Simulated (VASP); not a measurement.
Given:

```xyz
4
Lattice="2.0177 -5.6511 0.0000 2.0177 5.6511 0.0000 0.0000 0.0000 4.0404" Properties=species:S:1:pos:R:3 pbc="T T T"
Sn     2.0177    -4.2643     3.0303
Sn     2.0177     4.2643     1.0101
S      2.0177    -1.6757     3.0303
S      2.0177     1.6757     1.0101
```

Computed with PBEsol GGA, VASP's PBE PAW potentials (set 64) (plane waves; VASP). Run with 400 eV cut-off, 7×7×6 Γ-centred mesh, tetrahedra with Blöchl corrections, potentials Sn_d S.

The cores are frozen, which limits the accuracy of field gradients.

Task: Give the principal components of the electric field gradient (V/Å²) and the asymmetry η at each nucleus.

Result: 
```tsv
atom	Vxx	Vyy	Vzz	η
Sn1	71.5	58.2	-129.8	0.10
Sn2	71.5	58.2	-129.8	0.10
S3	1.9	1.4	-3.3	0.18
S4	1.9	1.4	-3.3	0.18
```

The structure comes from a computed database's SnS entry (Cmcm); how it stands against other phases isn't given here. It was relaxed first, which changed the volume by -7 %.
